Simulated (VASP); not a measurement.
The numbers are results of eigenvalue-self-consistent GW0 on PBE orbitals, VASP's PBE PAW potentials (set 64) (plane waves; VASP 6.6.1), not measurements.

VASP ran on this input.

**INCAR**
```
! general
SYSTEM       =  AlN
PREC         =  Normal
ENCUT        =  500
LREAL        =  .FALSE.
LASPH        =  .TRUE.
NBANDS       =  160

! electronic loop
ALGO         =  EVGW0

! smearing
ISMEAR       =  0
SIGMA        =  0.01

! functional
GGA          =  PE

! output
LWAVE        =  .FALSE.
LCHARG       =  .FALSE.

! other
NELMGW       =  4
NOMEGA       =  64
ENCUTGW      =  200
NBANDSGW     =  12
LSPECTRALGW  =  .TRUE.
```

File KPOINTS:
```
kpoints
0
G
4 4 4
0 0 0
```

### POSCAR
```
AlN
1
    0.0000000000     2.1900000000     2.1900000000
    2.1900000000     0.0000000000     2.1900000000
    2.1900000000     2.1900000000     0.0000000000
Al N
1 1
Direct
  0.0000000000   0.0000000000   0.0000000000
  0.2500000000   0.2500000000   0.2500000000
```

POTCAR, in this order: Al_GW N_GW_new (PBE.64 set). Program: vasp_std. Read from the step before: WAVECAR, WAVEDER.

Output of the run:

OUTCAR:
```
 ion  position               nearest neighbor table
   1  0.000  0.000  0.000-   2 1.90   2 1.90   2 1.90   2 1.90
   2  0.250  0.250  0.250-   1 1.90   1 1.90   1 1.90   1 1.90
  LATTYP: Found a face centered cubic cell.
 ALAT       =     4.3800000000
 Subroutine PRICEL returns:
 Original cell was already a primitive cell.
 Subroutine GETGRP returns: Found 24 space group operations
The static configuration has the point symmetry T_d .
The dynamic configuration has the point symmetry T_d .
 Subroutine INISYM returns: Found 24 space group operations
 Subroutine IBZKPT returns following result:
 Found      8 irreducible k-points:

 Following reciprocal coordinates:
            Coordinates               Weight
  0.000000  0.000000  0.000000      1.000000
  0.250000  0.000000  0.000000      8.000000
  0.500000  0.000000  0.000000      4.000000
  0.250000  0.250000  0.000000      6.000000
  0.500000  0.250000  0.000000     24.000000
 -0.250000  0.250000  0.000000     12.000000
  0.500000  0.500000  0.000000      3.000000
 -0.250000  0.500000  0.250000      6.000000
 Subroutine IBZKPT_HF returns following result:
   k-points           NKPTS =      8   k-points in BZ     NKDIM =     64   number of bands    NBANDS=    160
   number of dos      NEDOS =    301   number of ions     NIONS =      2
   total plane-waves  NPLWV =   5832
   dimension x,y,z NGX =    18 NGY =   18 NGZ =   18
   dimension x,y,z NGXF=    36 NGYF=   36 NGZF=   36
   ions per type =               1   1
   PREC   = normal    normal or accurate (medium, high low for compatibility)
   ISTART =      1    job   : 0-new  1-cont  2-samecut
   ICHARG =      0    charge: 1-file 2-atom 10-const
   ISPIN  =      1    spin polarized calculation?
   LNONCOLLINEAR =      F non collinear calculations
   LSORBIT =      F    spin-orbit coupling
   INIWAV =      1    electr: 0-lowe 1-rand  2-diag
   ENCUT  =  500.0 eV  36.75 Ry    6.06 a.u.   5.65  5.65  5.65*2*pi/ulx,y,z
   NELM   =     60;   NELMIN=  2; NELMDL=  0     # of ELM steps
   EDIFF  = 0.1E-03   stopping-criterion for ELM
   LREAL  =      F    real-space projection
   NLSPLINE    = F    spline interpolate recip. space projectors
   LMAXMIX     =    2 max onsite mixed and CHGCAR
   VOSKOWN=      0    Vosko Wilk Nusair interpolation
   EDIFFG = 0.1E-02   stopping-criterion for IOM
   NSW    =      0    number of steps for IOM
   NBLOCK =      1;   KBLOCK =      1    inner block; outer block
   IBRION =     -1    ionic relax: 0-MD 1-quasi-New 2-CG
   NFREE  =      0    steps in history (QN), initial steepest desc. (CG)
   ISIF   =      0    stress and relaxation
   ISYM   =      3    0-nonsym 1-usesym 2-fastsym
   TEIN   =    0.0    initial temperature
   TEBEG  =    0.0;   TEEND  =   0.0 temperature during run
   SMASS  =  -3.00    Nose mass-parameter (am)
   PSTRESS=    0.0 pullay stress
   NELECT =       8.0000    total number of electrons
   EFERMI =   0.00;   METHOD = LEGACY
   ISMEAR =     0;   SIGMA  =   0.01  broadening in eV -4-tet -1-fermi 0-gaus
   IALGO  =     38    algorithm
   LDIAG  =      T    sub-space diagonalisation (order eigenvalues)
   IMIX   =      4    mixing-type and parameters
     AMIX     =   0.40;   BMIX     =  1.00
     AMIX_MAG =   1.60;   BMIX_MAG =  1.00
     AMIN     =   0.10
   GGA     = PE    functional components
   VOSKOWN =     0    Vosko Wilk Nusair interpolation
   LHFCALC =     T    Hartree Fock is set to
   NKREDX  =     1    reduce k-point grid by
   AEXX    =    1.0000 exact exchange contribution
   HFSCREEN=    0.0000 screening length (either q_TF or 0.3 A-1)
   HFRCUT  =    0.0000 spherical cutoff for potential kernel
   AGGAX   =    0.0000 GGA exchange part
   ALDAC   =    0.0000 LDA correlation
   AGGAC   =    0.0000 GGA correlation
...
```

OSZICAR:
```
energies w=
    0.000    0.000    0.566    0.000    1.130    0.000    1.692    0.000
    2.250    0.000    2.803    0.000    3.351    0.000    3.892    0.000
    4.427    0.000    4.954    0.000    5.474    0.000    5.987    0.000
    6.492    0.000    6.991    0.000    7.484    0.000    7.970    0.000
    8.452    0.000    8.930    0.000    9.404    0.000    9.875    0.000
   10.345    0.000   10.814    0.000   11.283    0.000   11.754    0.000
   12.227    0.000   12.705    0.000   13.187    0.000   13.677    0.000
   14.174    0.000   14.682    0.000   15.201    0.000   15.733    0.000
   16.281    0.000   16.848    0.000   17.435    0.000   18.046    0.000
   18.684    0.000   19.353    0.000   20.058    0.000   20.803    0.000
   21.593    0.000   22.437    0.000   23.342    0.000   24.317    0.000
   25.373    0.000   26.526    0.000   27.789    0.000   29.184    0.000
   30.736    0.000   32.475    0.000   34.442    0.000   36.688    0.000
   39.279    0.000   42.306    0.000   45.889    0.000   50.202    0.000
   55.490    0.000   62.127    0.000   70.698    0.000   82.182    0.000
   98.343    0.000  122.724    0.000  163.644    0.000  246.320    0.000
NQ=   1    0.0000    0.0000    0.0000,
 performed        110000 updates of chi_q(r,r)
NQ=   2    0.2500    0.0000    0.0000,
 performed        328000 updates of chi_q(r,r)
NQ=   3    0.5000    0.0000    0.0000,
 performed        515000 updates of chi_q(r,r)
NQ=   4    0.2500    0.2500    0.0000,
 performed        733000 updates of chi_q(r,r)
NQ=   5    0.5000    0.2500    0.0000,
 performed       1035000 updates of chi_q(r,r)
NQ=   6   -0.2500    0.2500    0.0000,
 performed       1306000 updates of chi_q(r,r)
NQ=   7    0.5000    0.5000    0.0000,
 performed       1470000 updates of chi_q(r,r)
NQ=   8   -0.2500    0.5000    0.2500,
 performed       1680000 updates of chi_q(r,r)
 resolving degeneracies of screened two electron integrals
NQ=   1    0.0000    0.0000    0.0000,
 performed        110000 updates of chi_q(r,r)
NQ=   2    0.2500    0.0000    0.0000,
 performed        328000 updates of chi_q(r,r)
NQ=   3    0.5000    0.0000    0.0000,
 performed        515000 updates of chi_q(r,r)
NQ=   4    0.2500    0.2500    0.0000,
 performed        733000 updates of chi_q(r,r)
NQ=   5    0.5000    0.2500    0.0000,
 performed       1035000 updates of chi_q(r,r)
NQ=   6   -0.2500    0.2500    0.0000,
 performed       1306000 updates of chi_q(r,r)
NQ=   7    0.5000    0.5000    0.0000,
 performed       1470000 updates of chi_q(r,r)
NQ=   8   -0.2500    0.5000    0.2500,
 performed       1680000 updates of chi_q(r,r)
 resolving degeneracies of screened two electron integrals
NQ=   1    0.0000    0.0000    0.0000,
 performed        110000 updates of chi_q(r,r)
NQ=   2    0.2500    0.0000    0.0000,
 performed        328000 updates of chi_q(r,r)
NQ=   3    0.5000    0.0000    0.0000,
 performed        515000 updates of chi_q(r,r)
NQ=   4    0.2500    0.2500    0.0000,
 performed        733000 updates of chi_q(r,r)
NQ=   5    0.5000    0.2500    0.0000,
 performed       1035000 updates of chi_q(r,r)
NQ=   6   -0.2500    0.2500    0.0000,
 performed       1306000 updates of chi_q(r,r)
NQ=   7    0.5000    0.5000    0.0000,
 performed       1470000 updates of chi_q(r,r)
NQ=   8   -0.2500    0.5000    0.2500,
 performed       1680000 updates of chi_q(r,r)
 resolving degeneracies of screened two electron integrals
NQ=   1    0.0000    0.0000    0.0000,
 performed        110000 updates of chi_q(r,r)
NQ=   2    0.2500    0.0000    0.0000,
 performed        328000 updates of chi_q(r,r)
NQ=   3    0.5000    0.0000    0.0000,
 performed        515000 updates of chi_q(r,r)
NQ=   4    0.2500    0.2500    0.0000,
 performed        733000 updates of chi_q(r,r)
NQ=   5    0.5000    0.2500    0.0000,
 performed       1035000 updates of chi_q(r,r)
NQ=   6   -0.2500    0.2500    0.0000,
 performed       1306000 updates of chi_q(r,r)
NQ=   7    0.5000    0.5000    0.0000,
 performed       1470000 updates of chi_q(r,r)
NQ=   8   -0.2500    0.5000    0.2500,
 performed       1680000 updates of chi_q(r,r)
 resolving degeneracies of screened two electron integrals
```

### OUTCAR
```


 k-point   1 :       0.0000    0.0000    0.0000
  band No. old QP-enery  QP-energies   sigma(KS)   T+V_ion+V_H  V^pw_x(r,r')   Z            occupation Imag(sigma)

      1     -11.3433     -11.3689     -16.8172       5.4374     -24.7295       0.7012       2.0000       1.2622
      2       4.2908       4.2822     -18.0567      22.3364     -20.8735       0.7740       2.0000       0.0699
      3       4.2908       4.2822     -18.0567      22.3364     -20.8735       0.7740       2.0000       0.0699
      4       4.2908       4.2822     -18.0567      22.3364     -20.8735       0.7740       2.0000       0.0699
      5      10.3804      10.3801     -11.8075      22.1876      -7.6533       0.8045       0.0000      -0.0593
      6      19.0382      19.0413      -9.2465      28.2887      -4.0080       0.7959       0.0000      -0.1084
      7      19.0382      19.0413      -9.2465      28.2887      -4.0080       0.7959       0.0000      -0.1084
      8      19.0382      19.0413      -9.2465      28.2887      -4.0080       0.7959       0.0000      -0.1084
      9      24.1836      24.1872      -9.4209      33.6092      -3.6831       0.7773       0.0000      -0.2452
     10      24.1836      24.1872      -9.4209      33.6092      -3.6831       0.7773       0.0000      -0.2452
     11      25.1316      25.1357      -9.0513      34.1883      -2.5776       0.7576       0.0000      -0.5257
     12      25.1316      25.1357      -9.0513      34.1883      -2.5776       0.7576       0.0000      -0.5257

 k-point   2 :       0.2500    0.0000    0.0000
  band No. old QP-enery  QP-energies   sigma(KS)   T+V_ion+V_H  V^pw_x(r,r')   Z            occupation Imag(sigma)

      1     -10.4703     -10.4936     -17.2662       6.7633     -25.0073       0.7135       2.0000       1.1704
      2       0.7858       0.7747     -15.8361      16.6072     -19.2159       0.7535       2.0000       0.1070
      3       4.0051       3.9963     -17.8904      21.8841     -20.7581       0.7730       2.0000       0.0716
      4       4.0051       3.9963     -17.8904      21.8841     -20.7581       0.7730       2.0000       0.0716
      5      12.7605      12.7611     -12.1163      24.8775      -7.6002       0.7933       0.0000      -0.0695
      6      17.4155      17.4181     -10.6922      28.1110      -5.3693       0.7788       0.0000      -0.1193
      7      18.7322      18.7352      -9.1743      27.9102      -3.8927       0.7982       0.0000      -0.1363
      8      18.7322      18.7352      -9.1743      27.9102      -3.8927       0.7982       0.0000      -0.1363
      9      22.6566      22.6603      -9.2561      31.9175      -3.5245       0.7816       0.0000      -0.2339
     10      22.6566      22.6603      -9.2561      31.9175      -3.5245       0.7816       0.0000      -0.2339
     11      23.2344      23.2376      -8.5508      31.7892      -2.4842       0.8051       0.0000      -0.4625
     12      30.9981      31.0008     -10.1166      41.1180      -2.9762       0.8117       0.0000      -1.0782

 k-point   3 :       0.5000    0.0000    0.0000
  band No. old QP-enery  QP-energies   sigma(KS)   T+V_ion+V_H  V^pw_x(r,r')   Z            occupation Imag(sigma)

      1      -9.2416      -9.2627     -18.2496       8.9794     -25.8073       0.7368       2.0000       1.0365
      2      -1.9437      -1.9579     -14.2746      12.3112     -18.4043       0.7231       2.0000       0.2240
      3       3.7516       3.7427     -17.7828      21.5228     -20.7132       0.7714       2.0000       0.0735
      4       3.7516       3.7427     -17.7828      21.5228     -20.7132       0.7714       2.0000       0.0735
      5      13.6863      13.6878     -10.2808      23.9689      -5.6687       0.8090       0.0000      -0.0686
      6      16.2831      16.2853     -12.2516      28.5377      -6.6176       0.7491       0.0000      -0.1328
      7      17.4833      17.4860      -8.9159      26.4025      -3.8640       0.7995       0.0000      -0.1048
      8      17.4833      17.4860      -8.9159      26.4025      -3.8640       0.7995       0.0000      -0.1048
      9      24.1427      24.1469      -9.7088      33.8570      -3.2689       0.7632       0.0000      -0.4260
     10      26.4266      26.4312      -9.9798      36.4124      -3.0544       0.7644       0.0000      -0.5712
     11      26.4266      26.4312      -9.9798      36.4124      -3.0544       0.7644       0.0000      -0.5712
     12      30.1337      30.1361     -10.2863      40.4229      -3.8427       0.8007       0.0000      -0.7290

 k-point   4 :       0.2500    0.2500    0.0000
  band No. old QP-enery  QP-energies   sigma(KS)   T+V_ion+V_H  V^pw_x(r,r')   Z            occupation Imag(sigma)

      1     -10.1714     -10.1950     -17.4032       7.1983     -25.1004       0.7049       2.0000       1.1204
      2       1.2082       1.1975     -16.2356      17.4296     -19.5218       0.7574       2.0000       0.0992
      3       3.1952       3.1860     -17.2843      20.4675     -20.2874       0.7697       2.0000       0.0779
      4       3.1952       3.1860     -17.2843      20.4675     -20.2874       0.7697       2.0000       0.0779
      5      12.1653      12.1658     -11.1326      23.2985      -6.7403       0.7988       0.0000      -0.0672
      6      16.6457      16.6480      -9.1403      25.7889      -4.3045       0.8102       0.0000      -0.0757
      7      17.8870      17.8896     -10.5372      28.4276      -5.1729       0.7833       0.0000      -0.1325
      8      20.5357      20.5395     -10.3988      30.9395      -4.5208       0.7741       0.0000      -0.2077
      9      20.5357      20.5395     -10.3988      30.9395      -4.5208       0.7741       0.0000      -0.2077
     10      26.0308      26.0343      -9.4061      35.4414      -3.3778       0.7863       0.0000      -0.3828
     11      28.9062      28.9094      -9.2242      38.1345      -2.5441       0.7947       0.0000      -0.8971
     12      28.9062      28.9094      -9.2242      38.1345      -2.5441       0.7947       0.0000      -0.8971

 k-point   5 :       0.5000    0.2500    0.0000
  band No. old QP-enery  QP-energies   sigma(KS)   T+V_ion+V_H  V^pw_x(r,r')   Z            occupation Imag(sigma)

      1      -8.9465      -8.9678     -18.3723       9.3964     -25.8878       0.7259       2.0000       0.9814
      2      -0.8258      -0.8390     -14.9072      14.0633     -18.7152       0.7302       2.0000       0.1518
      3       1.7457       1.7355     -16.2083      17.9406     -19.4036       0.7609       2.0000       0.0928
      4       2.9558       2.9464     -17.1854      20.1290     -20.2424       0.7684       2.0000       0.0799
      5      12.0399      12.0407      -9.8148      21.8556      -5.3970       0.8066       0.0000      -0.0668
      6      16.4130      16.4151     -10.9750      27.3907      -5.9821       0.7923       0.0000      -0.0886
      7      18.7335      18.7366     -11.8542      30.5917      -6.1945       0.7734       0.0000      -0.1499
      8      19.8674      19.8709     -10.0170      29.8888      -4.3109       0.7815       0.0000      -0.2032
      9      22.0623      22.0666     -10.1998      32.2678      -3.8787       0.7532       0.0000      -0.3095
     10      27.1305      27.1349      -9.6892      36.8255      -2.9399       0.7697       0.0000      -0.5628
     11      29.0914      29.0948      -9.3608      38.4566      -2.6587       0.7848       0.0000      -0.7972
     12      31.3996      31.4022     -10.6422      42.0451      -3.6393       0.7875       0.0000      -0.9808

 k-point   6 :      -0.2500    0.2500    0.0000
  band No. old QP-enery  QP-energies   sigma(KS)   T+V_ion+V_H  V^pw_x(r,r')   Z            occupation Imag(sigma)

      1      -9.3626      -9.3847     -18.0197       8.6266     -25.5894       0.7236       2.0000       1.0239
      2      -0.3886      -0.4011     -15.1640      14.7585     -18.8403       0.7386       2.0000       0.1344
      3       1.5775       1.5671     -16.1345      17.6983     -19.3891       0.7600       2.0000       0.0962
      4       3.7081       3.6992     -17.7026      21.3991     -20.6164       0.7716       2.0000       0.0734
      5      14.1106      14.1119     -11.0275      25.1397      -6.1503       0.7852       0.0000      -0.0881
      6      15.6289      15.6309     -10.6344      26.2659      -5.6770       0.7949       0.0000      -0.0855
      7      18.2409      18.2437     -11.6239      29.8684      -6.2244       0.7803       0.0000      -0.1198
      8      18.8623      18.8653      -9.3059      28.1720      -3.8844       0.7930       0.0000      -0.1651
      9      22.4746      22.4784      -9.2262      31.7056      -3.5534       0.7860       0.0000      -0.2022
     10      25.0283      25.0330      -9.8213      34.8558      -3.0871       0.7576       0.0000      -0.4587
     11      28.2990      28.3026      -9.1242      37.4279      -2.6510       0.7792       0.0000      -0.7270
     12      29.6568      29.6599     -10.2914      39.9521      -3.2789       0.7943       0.0000      -0.9359

 k-point   7 :       0.5000    0.5000    0.0000
  band No. old QP-enery  QP-energies   sigma(KS)   T+V_ion+V_H  V^pw_x(r,r')   Z            occupation Imag(sigma)

      1      -8.5593      -8.5816     -18.6814      10.0908     -26.1477       0.7134       2.0000       0.9248
      2      -0.9665      -0.9802     -15.0598      14.0744     -18.9869       0.7229       2.0000       0.1609
      3       2.3085       2.2986     -16.8210      19.1165     -20.0139       0.7622       2.0000       0.0868
      4       2.3085       2.2986     -16.8210      19.1165     -20.0139       0.7622       2.0000       0.0868
      5       9.3050       9.3051      -8.8179      18.1231      -4.8018       0.8221       0.0000      -0.0563
      6      14.8905      14.8924      -8.8372      23.7301      -4.2903       0.8219       0.0000      -0.0649
      7      20.7006      20.7047     -13.6483      34.3543      -7.1069       0.7414       0.0000      -0.2427
      8      22.2176      22.2224     -11.2385      33.4627      -4.5320       0.7350       0.0000      -0.3433
      9      22.2176      22.2224     -11.2385      33.4627      -4.5320       0.7350       0.0000      -0.3433
...
```
(Selected blocks of OUTCAR.)

The mesh is coarse and the basis finite, so the quasiparticle values are not converged.

The compound is AlN in the zinc blende structure, a metastable form; wurtzite is the usual one. The cell was not relaxed at this level. The k-mesh is coarse (spacing up to 0.62 per Å, 2π included), so the numbers may not be converged in it.
